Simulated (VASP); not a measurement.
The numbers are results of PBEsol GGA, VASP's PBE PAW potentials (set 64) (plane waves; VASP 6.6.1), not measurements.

A VASP calculation is set up with these files.

### INCAR
```
ALGO=Normal
EDIFF=1E-6
EDIFFG=-0.01
ENCUT=400
GGA=PS
IBRION=2
ISIF=3
ISMEAR=1
LASPH=.TRUE.
LCHARG=.FALSE.
LMAXMIX=6
LREAL=.FALSE.
LWAVE=.FALSE.
NELM=100
NSW=60
PREC=Accurate
SIGMA=0.1
SYSTEM=HfSi
```

**POSCAR**
```
HfSi
1
    0.0000000000     3.0888000000     3.0888000000
    3.0888000000     0.0000000000     3.0888000000
    3.0888000000     3.0888000000     0.0000000000
Hf Si
1 1
Direct
  0.0000000000   0.0000000000   0.0000000000
  0.5000000000   0.5000000000   0.5000000000
```

KPOINTS:
```
Automatic
0
G
 9 9 9
```

POTCAR, in this order: Hf_pv Si (PBE.64 set). Program: vasp_std.

Output of the run:

### OUTCAR
```
 ion  position               nearest neighbor table
   1  0.000  0.000  0.000-   2 3.09   2 3.09   2 3.09   2 3.09   2 3.09   2 3.09
   2  0.500  0.500  0.500-   1 3.09   1 3.09   1 3.09   1 3.09   1 3.09   1 3.09
  LATTYP: Found a face centered cubic cell.
 ALAT       =     6.1776000000
 Subroutine PRICEL returns:
 Original cell was already a primitive cell.
 Subroutine GETGRP returns: Found 48 space group operations
The static configuration has the point symmetry O_h .
The dynamic configuration has the point symmetry O_h .
 Subroutine INISYM returns: Found 48 space group operations
 Subroutine IBZKPT returns following result:
 Found     35 irreducible k-points:

 Following reciprocal coordinates:
            Coordinates               Weight
  0.000000  0.000000  0.000000      1.000000
  0.111111  0.000000  0.000000      8.000000
  0.222222  0.000000  0.000000      8.000000
  0.333333  0.000000  0.000000      8.000000
  0.444444  0.000000  0.000000      8.000000
  0.111111  0.111111  0.000000      6.000000
  0.222222  0.111111  0.000000     24.000000
  0.333333  0.111111  0.000000     24.000000
  0.444444  0.111111  0.000000     24.000000
...
```

**OSZICAR**
```
       N       E                     dE             d eps       ncg     rms          rms(c)
DAV:   1     0.113170235339E+02    0.11317E+02   -0.61213E+03   842   0.862E+02
DAV:   2    -0.159797776625E+02   -0.27297E+02   -0.25593E+02   924   0.144E+02
DAV:   3    -0.170194573935E+02   -0.10397E+01   -0.10287E+01  1092   0.210E+01
DAV:   4    -0.170356745870E+02   -0.16217E-01   -0.15842E-01  1115   0.259E+00
DAV:   5    -0.170359252200E+02   -0.25063E-03   -0.25016E-03  1113   0.213E-01    0.247E+01
DAV:   6    -0.151909566951E+02    0.18450E+01   -0.64398E+00   896   0.112E+01    0.178E+01
DAV:   7    -0.151257973590E+02    0.65159E-01   -0.52464E-01  1173   0.430E+00    0.795E+00
DAV:   8    -0.151150624767E+02    0.10735E-01   -0.79453E-02   999   0.127E+00    0.622E-01
DAV:   9    -0.151138687762E+02    0.11937E-02   -0.15740E-02   969   0.557E-01    0.323E-01
DAV:  10    -0.151135173560E+02    0.35142E-03   -0.26686E-03   920   0.298E-01    0.152E-01
DAV:  11    -0.151135124824E+02    0.48736E-05   -0.10221E-04   996   0.835E-02    0.358E-02
DAV:  12    -0.151135021490E+02    0.10333E-04   -0.45658E-05   920   0.366E-02    0.680E-03
DAV:  13    -0.151135017686E+02    0.38042E-06   -0.12008E-06   733   0.899E-03
   1 F= -.15113502E+02 E0= -.15113775E+02  d E =-.151135E+02
       N       E                     dE             d eps       ncg     rms          rms(c)
DAV:   1    -0.410180540393E+02   -0.25905E+02   -0.63979E+02   770   0.239E+02    0.531E+01
DAV:   2    -0.226324920777E+02    0.18386E+02   -0.22535E+01   788   0.489E+01    0.228E+01
DAV:   3    -0.167222965162E+02    0.59102E+01   -0.16161E+01   788   0.370E+01    0.153E+01
DAV:   4    -0.166786720822E+02    0.43624E-01   -0.29064E-01   891   0.536E+00    0.134E+01
DAV:   5    -0.165304762202E+02    0.14820E+00   -0.39619E-01   840   0.314E+00    0.272E+00
DAV:   6    -0.165301757634E+02    0.30046E-03   -0.72070E-03   947   0.664E-01    0.163E+00
DAV:   7    -0.165287852765E+02    0.13905E-02   -0.52078E-03   853   0.457E-01    0.406E-01
DAV:   8    -0.165288119840E+02   -0.26708E-04   -0.13005E-04   901   0.995E-02    0.142E-01
DAV:   9    -0.165287895390E+02    0.22445E-04   -0.75476E-05   858   0.637E-02    0.309E-02
DAV:  10    -0.165287879640E+02    0.15749E-05   -0.50287E-06   907   0.213E-02    0.234E-02
DAV:  11    -0.165287880964E+02   -0.13235E-06   -0.52220E-07   433   0.670E-03
   2 F= -.16528788E+02 E0= -.16529040E+02  d E =-.141529E+01
       N       E                     dE             d eps       ncg     rms          rms(c)
DAV:   1    -0.201602521913E+02   -0.36315E+01   -0.68948E+01   773   0.754E+01    0.196E+01
DAV:   2    -0.180035871321E+02    0.21567E+01   -0.44565E+00   770   0.181E+01    0.875E+00
DAV:   3    -0.174886707471E+02    0.51492E+00   -0.11085E+00   858   0.878E+00    0.692E+00
DAV:   4    -0.174597913498E+02    0.28879E-01   -0.31741E-02   948   0.153E+00    0.494E+00
DAV:   5    -0.174480108424E+02    0.11781E-01   -0.32031E-02   852   0.908E-01    0.122E+00
DAV:   6    -0.174479449400E+02    0.65902E-04   -0.10922E-03   962   0.230E-01    0.345E-01
DAV:   7    -0.174479551802E+02   -0.10240E-04   -0.49183E-05   908   0.466E-02    0.320E-02
DAV:   8    -0.174479541704E+02    0.10098E-05   -0.46576E-06   853   0.153E-02    0.124E-02
DAV:   9    -0.174479541857E+02   -0.15356E-07   -0.80650E-07   451   0.746E-03
   3 F= -.17447954E+02 E0= -.17447747E+02  d E =-.233445E+01
       N       E                     dE             d eps       ncg     rms          rms(c)
DAV:   1    -0.174540661670E+02   -0.61120E-02   -0.11383E-01   770   0.299E+00    0.669E-01
DAV:   2    -0.174506045925E+02    0.34616E-02   -0.55050E-03   776   0.659E-01    0.296E-01
DAV:   3    -0.174496514631E+02    0.95313E-03   -0.25733E-03   817   0.422E-01    0.265E-01
DAV:   4    -0.174496332696E+02    0.18194E-04   -0.36069E-05   903   0.573E-02    0.227E-01
DAV:   5    -0.174496043922E+02    0.28877E-04   -0.11616E-04   837   0.500E-02    0.415E-02
DAV:   6    -0.174496041289E+02    0.26331E-06   -0.40156E-06   874   0.134E-02
   4 F= -.17449604E+02 E0= -.17449430E+02  d E =-.233610E+01
       N       E                     dE             d eps       ncg     rms          rms(c)
DAV:   1    -0.174530641570E+02   -0.34598E-02   -0.11888E-01   770   0.306E+00    0.692E-01
DAV:   2    -0.174494649030E+02    0.35993E-02   -0.57128E-03   776   0.674E-01    0.307E-01
DAV:   3    -0.174484688554E+02    0.99605E-03   -0.27087E-03   817   0.434E-01    0.275E-01
DAV:   4    -0.174484514201E+02    0.17435E-04   -0.37299E-05   903   0.587E-02    0.238E-01
DAV:   5    -0.174484205693E+02    0.30851E-04   -0.12748E-04   834   0.520E-02    0.428E-02
DAV:   6    -0.174484201094E+02    0.45995E-06   -0.44340E-06   868   0.141E-02
   5 F= -.17448420E+02 E0= -.17448290E+02  d E =-.233492E+01
       N       E                     dE             d eps       ncg     rms          rms(c)
DAV:   1    -0.174638725646E+02   -0.15452E-01   -0.39243E-01   770   0.556E+00    0.125E+00
DAV:   2    -0.174518788875E+02    0.11994E-01   -0.19562E-02   776   0.124E+00    0.553E-01
DAV:   3    -0.174486081968E+02    0.32707E-02   -0.85929E-03   820   0.770E-01    0.493E-01
DAV:   4    -0.174485319017E+02    0.76295E-04   -0.12523E-04   911   0.106E-01    0.414E-01
DAV:   5    -0.174484169110E+02    0.11499E-03   -0.37754E-04   834   0.911E-02    0.786E-02
DAV:   6    -0.174484135451E+02    0.33659E-05   -0.13491E-05   877   0.245E-02    0.550E-02
DAV:   7    -0.174484123087E+02    0.12364E-05   -0.97887E-07   634   0.673E-03    0.544E-03
DAV:   8    -0.174484123050E+02    0.36958E-08   -0.11406E-07   403   0.274E-03
   6 F= -.17448412E+02 E0= -.17448210E+02  d E =0.780434E-05
       N       E                     dE             d eps       ncg     rms          rms(c)
DAV:   1    -0.174535093852E+02   -0.50971E-02   -0.99391E-02   773   0.280E+00    0.627E-01
DAV:   2    -0.174504904221E+02    0.30190E-02   -0.48021E-03   782   0.616E-01    0.278E-01
DAV:   3    -0.174496584621E+02    0.83196E-03   -0.22483E-03   817   0.395E-01    0.249E-01
DAV:   4    -0.174496427841E+02    0.15678E-04   -0.31423E-05   903   0.536E-02    0.213E-01
DAV:   5    -0.174496177289E+02    0.25055E-04   -0.10218E-04   834   0.468E-02    0.389E-02
DAV:   6    -0.174496175088E+02    0.22006E-06   -0.35451E-06   863   0.126E-02
   7 F= -.17449618E+02 E0= -.17449448E+02  d E =-.119740E-02
```

OUTCAR:
```
------------------------ aborting loop because EDIFF is reached ----------------------------------------
  FORCE on cell =-STRESS in cart. coord.  units (eV):
  Direction    XX          YY          ZZ          XY          YZ          ZX
  --------------------------------------------------------------------------------------
  Total        0.0015113      0.0015113      0.0015113      0.0000000      0.0000000     -0.0000000
  in kB        0.0651884      0.0651884      0.0651884      0.0000000      0.0000000     -0.0000000
  external PRESSURE =       0.0651884 kB  Pullay stress =       0.0000000 kB
  volume of cell :       37.14
      direct lattice vectors                 reciprocal lattice vectors
     0.000000000  2.648198197  2.648198197    -0.188807620  0.188807620  0.188807620
     2.648198197  0.000000000  2.648198197     0.188807620 -0.188807620  0.188807620
     2.648198197  2.648198197 -0.000000000     0.188807620  0.188807620 -0.188807620
 POSITION                                       TOTAL-FORCE (eV/Angst)
 -----------------------------------------------------------------------------------
      0.00000      0.00000      0.00000         0.000000      0.000000      0.000000
      2.64820      2.64820      2.64820        -0.000000     -0.000000     -0.000000
 -----------------------------------------------------------------------------------
    total drift:                               -0.000000      0.000000      0.000000
  FREE ENERGIE OF THE ION-ELECTRON SYSTEM (eV)
  ---------------------------------------------------
  free  energy   TOTEN  =       -17.4496175088 eV

  energy  without entropy=      -17.4491076945  energy(sigma->0) =      -17.44944757

 reached required accuracy - stopping structural energy minimisation
```
(Selected blocks of OUTCAR.)

### CONTCAR
```
HfSi
   1.00000000000000
     0.0000000000000000    2.6481981967003958    2.6481981967003958
     2.6481981967003958    0.0000000000000000    2.6481981967003958
     2.6481981967003958    2.6481981967003958   -0.0000000000000000
  Hf              Si
     1     1
Direct
     0.0000000000000000    0.0000000000000000    0.0000000000000000
     0.5000000000000000    0.5000000000000000    0.5000000000000000
```

OUTCAR:
```
 val. band max:        6.1737268548   @ k =   0.1111   0.1111   0.0000

 cond. band min:       6.2507983430   @ k =  -0.4444   0.4444   0.0000


 Fermi energy:         6.1830522523

 k-point     1 :       0.0000    0.0000    0.0000
  band No.  band energies     occupation
      1     -24.2586      2.00000
      2     -24.2586      2.00000
      3     -24.2586      2.00000
      4      -4.2188      2.00000
      5       6.3552     -0.03524
      6       6.3552     -0.03524
      7       6.3552     -0.03524
      8       7.1540     -0.00000
      9       7.1540     -0.00000
     10       8.7475      0.00000
     11       8.7475      0.00000

 k-point     2 :       0.1111    0.0000    0.0000
  band No.  band energies     occupation
      1     -24.2801      2.00000
      2     -24.2613      2.00000
      3     -24.2613      2.00000
      4      -3.9816      2.00000
      5       5.6760      2.00000
      6       6.1129      1.92097
      7       6.1129      1.92096
      8       6.8123     -0.00000
      9       6.8123     -0.00000
     10       8.6636      0.00000
     11       9.8398      0.00000

 k-point     3 :       0.2222    0.0000    0.0000
  band No.  band energies     occupation
      1     -24.3342      2.00000
      2     -24.2682      2.00000
      3     -24.2682      2.00000
      4      -3.2969      2.00000
      5       4.1919      2.00000
      6       5.1886      2.00000
      7       5.1886      2.00000
      8       7.3715     -0.00000
      9       7.3715     -0.00000
     10       8.6035      0.00000
     11      11.6629      0.00000

 k-point     4 :       0.3333    0.0000    0.0000
  band No.  band energies     occupation
      1     -24.3947      2.00000
      2     -24.2760      2.00000
      3     -24.2760      2.00000
      4      -2.2440      2.00000
      5       2.5224      2.00000
      6       4.4812      2.00000
      7       4.4812      2.00000
      8       8.3371      0.00000
      9       8.3371      0.00000
...
```

Energy and stress use the plane-wave basis of the starting cell. Unless said otherwise, spin-orbit coupling is left out, though it shifts the bands of the heavy elements here.

The structure was generated: HfSi was put into the rock salt type (Fm-3m), which need not be its known phase. This run relaxes it. Symmetry was kept, so distortions that lower it aren't found.
